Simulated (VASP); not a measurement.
# CoSi2: how numerical settings change the zone-centre modes, part 2 of 2

How far do the zone-centre frequencies of CoSi2 depend on the numerical settings? The starting structure is a measured crystal structure from the Crystallography Open Database.

VASP 6.6.1.

Results so far: reference T1u 350.4 cm⁻¹; a 6×6×6 mesh T1u 349.7 cm⁻¹.

## (4) Modes with a cutoff of 270 eV

Level of this step: LDA, zero-moment start; plane waves and PAW (Co, Si) (VASP).

Against step 2 the input has ENCUT = 270.

Contents of INCAR:

```
SYSTEM = CoSi2
PREC = Accurate
ENCUT = 270
EDIFF = 1E-08
NELM = 100
ISMEAR = 0
SIGMA = 0.05
LREAL = .FALSE.
ALGO = Normal
GGA = CA
NBANDS = 16
ISPIN = 2
MAGMOM = 0 0 0
LASPH = .TRUE.
LMAXMIX = 4
LORBIT = 11
LWAVE = .FALSE.
LCHARG = .FALSE.
KPAR = 8
IBRION = 8
ISIF = 2
```

Contents of POSCAR:

```
CoSi2
1.0
    0.0000000000      2.6377363099      2.6377363099
    2.6377363099      0.0000000000      2.6377363099
    2.6377363099      2.6377363099      0.0000000000
Co Si
1 2
Direct
    0.0000000000      0.0000000000      0.0000000000
    0.7500000000      0.7500000000      0.7500000000
    0.2500000000      0.2500000000      0.2500000000
```

Contents of KPOINTS:

```
Automatic mesh
0
Gamma
12 12 12
0 0 0
```

The projector-augmented-wave data sets are Co and Si (LDA family, release 64).

Run with:

```bash
mpirun -np 8 vasp_std
```

Log:

```text
[... set-up lines as in an earlier step ...]
 entering main loop
       N       E                     dE             d eps       ncg     rms          rms(c)
DAV:   1     0.326381858762E+02    0.32638E+02   -0.44813E+03  4920   0.589E+02
DAV:   2    -0.217329200882E+02   -0.54371E+02   -0.48563E+02  5536   0.149E+02
DAV:   3    -0.232861667804E+02   -0.15532E+01   -0.15446E+01  5712   0.277E+01
DAV:   4    -0.233059301111E+02   -0.19763E-01   -0.19759E-01  5688   0.339E+00
[...]
DAV:  15    -0.218941547881E+02    0.48236E-07   -0.13072E-07  7040   0.535E-03    0.949E-04
DAV:  16    -0.218941548024E+02   -0.14388E-07   -0.98438E-09  2776   0.799E-04    0.401E-04
DAV:  17    -0.218941548037E+02   -0.12949E-08   -0.17918E-09  2664   0.436E-04
   1 F= -.21894155E+02 E0= -.21893541E+02  d E =-.122737E-02  mag=    -0.0000
 Linear response reoptimize wavefunctions to high precision
DAV:   1    -0.218941548048E+02   -0.10762E-08   -0.51197E-10  2696   0.165E-04
DAV:   2    -0.218941548048E+02    0.59345E-10   -0.40734E-11  2552   0.545E-05
 Linear response DOF=           2
[...]
RMM:  11    -0.174277870473E+00    0.26855E-07   -0.93675E-11 18830   0.284E-05    0.653E-06
RMM:  12    -0.174277839202E+00    0.31270E-07   -0.40899E-11 18936   0.861E-06    0.218E-06
RMM:  13    -0.174277841618E+00   -0.24156E-08   -0.10985E-11 15808   0.420E-06    0.483E-07
 first order change of Fermi-energy   0.41028E-03
 force on displaced ion       1 direction 1 : -12.851   0.000   0.000
 Linear response progress:
  Degree of freedom:   2/  2
       N       E                     dE             d eps       ncg     rms          rms(c)
RMM:   1    -0.204816952432E-01   -0.20482E-01    0.32960E-02 45227   0.109E+00
RMM:   2    -0.182702716032E-01    0.22114E-02   -0.10972E-03 27315   0.430E-01    0.112E-01
RMM:   3    -0.184307290402E-01   -0.16046E-03   -0.37897E-04 29585   0.124E-01    0.559E-02
RMM:   4    -0.186293250816E-01   -0.19860E-03   -0.71443E-05 28577   0.556E-02    0.108E-02
[...]
RMM:  10    -0.186166337452E-01   -0.65246E-07   -0.14721E-08 32105   0.977E-05    0.175E-05
RMM:  11    -0.186166460882E-01   -0.12343E-07   -0.14841E-09 32008   0.280E-05    0.103E-05
RMM:  12    -0.186166442665E-01    0.18216E-08   -0.90208E-10 32884   0.943E-06    0.546E-06
 first order change of Fermi-energy  -0.13440E-04
 force on displaced ion       2 direction 1 :  -9.411   0.000   0.000
 Linear response finished
```

The job ended after 54 s (8 MPI ranks of AMD EPYC 7R43, shared host; peak memory 2.5 GiB).

Parts of OUTCAR (step 4):

```text
  Total       -0.2672408     -0.2672408     -0.2672408      0.0000000      0.0000000      0.0000000
  in kB      -11.6651219    -11.6651219    -11.6651219      0.0000000      0.0000000      0.0000000
  external PRESSURE =     -11.6651219 kB  Pullay stress =       0.0000000 kB

 POSITION                                       TOTAL-FORCE (eV/Angst)
 -----------------------------------------------------------------------------------
      0.00000      0.00000      0.00000         0.000000     -0.000000     -0.000000
      3.95660      3.95660      3.95660         0.000000      0.000000      0.000000
      1.31887      1.31887      1.31887        -0.000000     -0.000000     -0.000000
 -----------------------------------------------------------------------------------
    total drift:                               -0.000000     -0.000000      0.000000

 magnetization (x)
# of ion       s       p       d       tot
------------------------------------------
    1       -0.000  -0.000  -0.000  -0.000
    2        0.000  -0.000   0.000  -0.000
    3        0.000  -0.000   0.000  -0.000
--------------------------------------------------
tot         -0.000  -0.000  -0.000  -0.000

[... 1 part as in an earlier step ...]

[... 1 further part left out ...]
```

With a cutoff of 270 eV the modes are T1u 348.8, T2g 346.2 cm⁻¹; the largest shift is -1.6 cm⁻¹, in T1u, from the reference.

## (5) Modes with a 14×14×14 mesh

Against step 2 the input has a 14×14×14 mesh.

Edit INCAR of step 4 so:

```diff
@@ -2,3 +2,3 @@
 PREC = Accurate
-ENCUT = 270
+ENCUT = 450
 EDIFF = 1E-08
```

POSCAR is that of step 4.

Contents of KPOINTS:

```
Automatic mesh
0
Gamma
14 14 14
0 0 0
```

Run with:

```bash
mpirun -np 8 vasp_std
```

Log:

```text
[... set-up lines as in an earlier step ...]
 entering main loop
       N       E                     dE             d eps       ncg     rms          rms(c)
DAV:   1     0.529913086717E+02    0.52991E+02   -0.62187E+03  6752   0.915E+02
DAV:   2    -0.204597351303E+02   -0.73451E+02   -0.65321E+02  7392   0.191E+02
DAV:   3    -0.232997872610E+02   -0.28401E+01   -0.27970E+01  8792   0.422E+01
DAV:   4    -0.233508123850E+02   -0.51025E-01   -0.51000E-01  7848   0.552E+00
[...]
DAV:  14    -0.219293936956E+02   -0.14865E-07   -0.24274E-07  7704   0.374E-03    0.438E-03
DAV:  15    -0.219293936363E+02    0.59277E-07   -0.10423E-07  9312   0.617E-03    0.465E-04
DAV:  16    -0.219293936381E+02   -0.18431E-08   -0.10917E-08  4208   0.113E-03
   1 F= -.21929394E+02 E0= -.21928500E+02  d E =-.178628E-02  mag=    -0.0000
 Linear response reoptimize wavefunctions to high precision
DAV:   1    -0.219293936387E+02   -0.62187E-09   -0.39512E-09  6976   0.840E-04
DAV:   2    -0.219293936387E+02   -0.22737E-11   -0.78766E-11  4072   0.622E-05
 Linear response DOF=           2
[...]
RMM:  11    -0.174705758641E+00   -0.12946E-07   -0.14069E-09 28242   0.636E-05    0.647E-06
RMM:  12    -0.174705729968E+00    0.28672E-07   -0.12885E-09 28614   0.278E-05    0.296E-06
RMM:  13    -0.174705725090E+00    0.48782E-08   -0.11178E-09 29185   0.193E-05    0.872E-07
 first order change of Fermi-energy   0.31230E-03
 force on displaced ion       1 direction 1 : -13.081   0.000   0.000
 Linear response progress:
  Degree of freedom:   2/  2
       N       E                     dE             d eps       ncg     rms          rms(c)
RMM:   2    -0.184096522501E-01    0.28904E-02   -0.10888E-03 40893   0.516E-01    0.111E-01
RMM:   3    -0.186241708330E-01   -0.21452E-03   -0.55357E-04 45494   0.162E-01    0.569E-02
RMM:   4    -0.188472815197E-01   -0.22311E-03   -0.76819E-05 43270   0.630E-02    0.105E-02
RMM:   5    -0.188400905241E-01    0.71910E-05   -0.76757E-06 47257   0.177E-02    0.542E-03
[...]
RMM:  10    -0.188329479418E-01   -0.10040E-06    0.34633E-09 49408   0.146E-04    0.211E-05
RMM:  11    -0.188329860410E-01   -0.38099E-07    0.61923E-10 52388   0.515E-05    0.100E-05
RMM:  12    -0.188329896933E-01   -0.36523E-08   -0.15891E-09 50686   0.157E-05    0.622E-06
 first order change of Fermi-energy  -0.36502E-05
 force on displaced ion       2 direction 1 :  -9.273   0.000   0.000
 Linear response finished
```

Wall time 2.9 min (8 MPI ranks); peak memory 6.2 GiB; 23 min of CPU time.

OUTCAR, selected parts (step 5):

```text
  Total        0.0104055      0.0104055      0.0104055      0.0000000     -0.0000000      0.0000000
  in kB        0.4542017      0.4542017      0.4542017      0.0000000     -0.0000000      0.0000000
  external PRESSURE =       0.4542017 kB  Pullay stress =       0.0000000 kB

 POSITION                                       TOTAL-FORCE (eV/Angst)
 -----------------------------------------------------------------------------------
      0.00000      0.00000      0.00000         0.000000      0.000000     -0.000000
      3.95660      3.95660      3.95660        -0.000000     -0.000000     -0.000000
      1.31887      1.31887      1.31887         0.000000     -0.000000      0.000000
 -----------------------------------------------------------------------------------
    total drift:                               -0.000000     -0.000000      0.000000

 magnetization (x)
# of ion       s       p       d       tot
------------------------------------------
    1        0.000  -0.000   0.000  -0.000
    2       -0.000  -0.000   0.000  -0.000
    3       -0.000  -0.000   0.000  -0.000
--------------------------------------------------
tot         -0.000  -0.000   0.000  -0.000

[... 1 part as in an earlier step ...]

[... 1 further part left out ...]
```

With a 14×14×14 mesh the modes are T1u 351.6, T2g 341.0 cm⁻¹; the largest shift is -6.6 cm⁻¹, in T2g, from the reference.

## (6) Modes with a smearing width of 0.02 eV

Against step 2 the input has SIGMA = 0.02.

Edit INCAR of step 5 so:

```diff
@@ -6,3 +6,3 @@
 ISMEAR = 0
-SIGMA = 0.05
+SIGMA = 0.02
 LREAL = .FALSE.
```

POSCAR is that of step 5.

Contents of KPOINTS:

```
Automatic mesh
0
Gamma
12 12 12
0 0 0
```

Run with:

```bash
mpirun -np 8 vasp_std
```

Log:

```text
[... set-up lines as in an earlier step ...]
 entering main loop
       N       E                     dE             d eps       ncg     rms          rms(c)
DAV:   1     0.535008527861E+02    0.53501E+02   -0.61947E+03  4656   0.918E+02
DAV:   2    -0.204157627219E+02   -0.73917E+02   -0.65920E+02  5144   0.192E+02
DAV:   3    -0.233021263769E+02   -0.28864E+01   -0.28426E+01  6016   0.425E+01
DAV:   4    -0.233535145322E+02   -0.51388E-01   -0.51370E-01  5480   0.556E+00
[...]
DAV:  14    -0.219303491062E+02   -0.80495E-07   -0.42983E-07  7024   0.708E-03    0.451E-03
DAV:  15    -0.219303490488E+02    0.57439E-07   -0.79351E-08  6424   0.514E-03    0.756E-04
DAV:  16    -0.219303490496E+02   -0.78353E-09   -0.13987E-08  2840   0.196E-03
   1 F= -.21930349E+02 E0= -.21930215E+02  d E =-.267397E-03  mag=     0.0000
 Linear response reoptimize wavefunctions to high precision
DAV:   1    -0.219303490506E+02   -0.10232E-08   -0.57629E-09  5048   0.769E-04
DAV:   2    -0.219303490506E+02    0.34788E-10   -0.88034E-11  2672   0.659E-05
 Linear response DOF=           2
[...]
RMM:   9    -0.174726797082E+00    0.29443E-05   -0.17177E-09 17474   0.405E-04    0.593E-05
RMM:  10    -0.174726765130E+00    0.31952E-07    0.58271E-11 18731   0.128E-04    0.227E-05
RMM:  11    -0.174726758041E+00    0.70884E-08   -0.19178E-10 18656   0.576E-05    0.534E-06
 first order change of Fermi-energy   0.45944E-03
 force on displaced ion       1 direction 1 : -12.972   0.000   0.000
 Linear response progress:
  Degree of freedom:   2/  2
       N       E                     dE             d eps       ncg     rms          rms(c)
RMM:   1    -0.213018878039E-01   -0.21302E-01    0.26174E-02 44162   0.119E+00
RMM:   2    -0.184580349514E-01    0.28439E-02   -0.11088E-03 26828   0.516E-01    0.110E-01
RMM:   3    -0.186611398418E-01   -0.20310E-03   -0.54128E-04 29739   0.161E-01    0.563E-02
RMM:   4    -0.188698402792E-01   -0.20870E-03   -0.75830E-05 28294   0.625E-02    0.106E-02
[...]
RMM:  10    -0.188548850435E-01   -0.86525E-07    0.54223E-09 32199   0.140E-04    0.197E-05
RMM:  11    -0.188549366673E-01   -0.51624E-07    0.19619E-09 34070   0.460E-05    0.104E-05
RMM:  12    -0.188549361829E-01    0.48436E-09    0.39149E-10 32881   0.131E-05    0.617E-06
 first order change of Fermi-energy  -0.11482E-04
 force on displaced ion       2 direction 1 :  -9.528   0.000   0.000
 Linear response finished
```

It took 1.9 min on 8 MPI ranks; peak memory 4.5 GiB; 15 min of CPU time.

Parts of OUTCAR (step 6):

```text
  Total        0.0017749      0.0017749      0.0017749      0.0000000      0.0000000      0.0000000
  in kB        0.0774749      0.0774749      0.0774749      0.0000000      0.0000000      0.0000000
  external PRESSURE =       0.0774749 kB  Pullay stress =       0.0000000 kB

 POSITION                                       TOTAL-FORCE (eV/Angst)
 -----------------------------------------------------------------------------------
      0.00000      0.00000      0.00000        -0.000000     -0.000000     -0.000000
      3.95660      3.95660      3.95660        -0.000000      0.000000      0.000000
      1.31887      1.31887      1.31887         0.000000      0.000000     -0.000000
 -----------------------------------------------------------------------------------
    total drift:                               -0.000000     -0.000000      0.000000

 magnetization (x)
# of ion       s       p       d       tot
------------------------------------------
    1       -0.000   0.000   0.000   0.000
    2        0.000   0.000   0.000   0.000
    3        0.000   0.000   0.000   0.000
--------------------------------------------------
tot          0.000   0.000   0.000   0.000

[... 2 parts as in an earlier step ...]
```

With a smearing width of 0.02 eV the modes are T1u 350.1, T2g 349.0 cm⁻¹; the largest shift is +1.4 cm⁻¹, in T2g, from the reference.

## (7) Modes with finite displacements

Against step 2 the input has IBRION = 6, NFREE = 2 and POTIM = 0.015 (also changed: NSW).

Edit INCAR of step 6 so:

```diff
@@ -6,3 +6,3 @@
 ISMEAR = 0
-SIGMA = 0.02
+SIGMA = 0.05
 LREAL = .FALSE.
@@ -19,3 +19,6 @@
 KPAR = 8
-IBRION = 8
+IBRION = 6
+NFREE = 2
+POTIM = 0.015
+NSW = 1
 ISIF = 2
```

POSCAR is that of step 6.

KPOINTS is that of step 6.

Run with:

```bash
mpirun -np 8 vasp_std
```

Log:

```text
[... set-up lines as in an earlier step ...]
 entering main loop
       N       E                     dE             d eps       ncg     rms          rms(c)
[... 16 cycles as in an earlier step ...]
   1 F= -.21930900E+02 E0= -.21930297E+02  d E =-.120577E-02  mag=     0.0000
[...]
2 F= -.21929437E+02 E0= -.21928837E+02  d E =-.120145E-02  mag=     0.0000
[...]
3 F= -.21929437E+02 E0= -.21928837E+02  d E =-.120145E-02  mag=    -0.0000
[...]
4 F= -.21929833E+02 E0= -.21929243E+02  d E =-.117896E-02  mag=     0.0000
[...]
5 F= -.21929833E+02 E0= -.21929243E+02  d E =-.117896E-02  mag=    -0.0000
 Finite differences progress:
  Degree of freedom:   2/  2
  Displacement:        2/  2
  Total:               4/  4
```

The job ended after 3 min (8 MPI ranks; peak memory 3.5 GiB).

From OUTCAR (step 7):

```text
  Total        0.0149351      0.0017358      0.0017358     -0.0000000     -0.1457209      0.0000000
  in kB        0.6519212      0.0757691      0.0757691     -0.0000000     -6.3607479      0.0000000
  external PRESSURE =       0.2678198 kB  Pullay stress =       0.0000000 kB

 POSITION                                       TOTAL-FORCE (eV/Angst)
 -----------------------------------------------------------------------------------
      0.00000      0.00000      0.00000        -0.097372      0.000000      0.000000
      3.94160      3.95660      3.95660         0.142441      0.000000      0.000000
      1.31887      1.31887      1.31887        -0.045070      0.000000      0.000000
 -----------------------------------------------------------------------------------
    total drift:                                0.000021      0.000000      0.000000

  FREE ENERGIE OF THE ION-ELECTRON SYSTEM (eV)
  ---------------------------------------------------
  free  energy   TOTEN  =       -21.9298325447 eV

  energy  without entropy=      -21.9286535823  energy(sigma->0) =      -21.92924306

 magnetization (x)
# of ion       s       p       d       tot
------------------------------------------
    1       -0.000  -0.000  -0.000  -0.000
    2        0.000   0.000   0.000   0.000
    3        0.000   0.000   0.000   0.000
--------------------------------------------------
tot          0.000  -0.000  -0.000  -0.000

[... 2 parts as in an earlier step ...]

[... 1 further part left out ...]
[key lines of the parts left out:]
E-fermi :  10.6110
```

The last energy, forces and stress in OUTCAR belong to the last displaced cell, not to that of POSCAR.

With finite displacements the modes are T1u 350.4, T2g 347.9 cm⁻¹; the largest shift is +0.3 cm⁻¹, in T2g, from the reference.

## (8) All runs side by side

```
                        run    T1u    T2g                method  core minutes
                  reference  350.4  347.6   perturbation theory          29.6
               a 6×6×6 mesh  349.7  293.4   perturbation theory          4.93
         a cutoff of 270 eV  348.8  346.2   perturbation theory           7.2
            a 14×14×14 mesh  351.6  341.0   perturbation theory          23.5
a smearing width of 0.02 eV  350.1  349.0   perturbation theory          15.3
       finite displacements  350.4  347.9  finite displacements          24.3
```

Modes are in cm⁻¹, degenerate ones as one, matched between runs by symmetry and order. A number in brackets counts the listed modes of one symmetry from the lowest. The symmetry labels come from an automatic analysis and can be wrong where levels nearly coincide. Core minutes are wall time times ranks of the run shown, on a shared host.

## (9) Summary of results

- T1u, reference: 350.4 cm⁻¹
- T2g, reference: 347.6 cm⁻¹
- T1u, a 6×6×6 mesh: 349.7 cm⁻¹
- T2g, a 6×6×6 mesh: 293.4 cm⁻¹
- T1u, a cutoff of 270 eV: 348.8 cm⁻¹
- T2g, a cutoff of 270 eV: 346.2 cm⁻¹
- T1u, a 14×14×14 mesh: 351.6 cm⁻¹
- T2g, a 14×14×14 mesh: 341.0 cm⁻¹
- T1u, a smearing width of 0.02 eV: 350.1 cm⁻¹
- T2g, a smearing width of 0.02 eV: 349.0 cm⁻¹
- T1u, finite displacements: 350.4 cm⁻¹
- T2g, finite displacements: 347.9 cm⁻¹

The largest change comes with a 6×6×6 mesh: -54.2 cm⁻¹ in T2g. On finer settings the modes change by up to -6.6 cm⁻¹ in T2g with a 14×14×14 mesh. These runs have no gap; if the crystal is a semiconductor, they miss the splitting of its polar modes and hang more on mesh and smearing. Other changes move the modes by more: -54.2 cm⁻¹ in T2g with a 6×6×6 mesh. Further runs on this material are not shown.

[Lines on the potential files, build, host, timing and source positions are cut from VASP's logs without a mark.]

[Logs are printed without paths, hosts, clocks, repeated set-up lines and the standing remarks that a program may print on its own settings, such as how far it seeks lower states.]

[Hosts, paths, dates, database ids (printed as entryN), source tags and the programs' standing remarks are cut or masked in the printed files.]
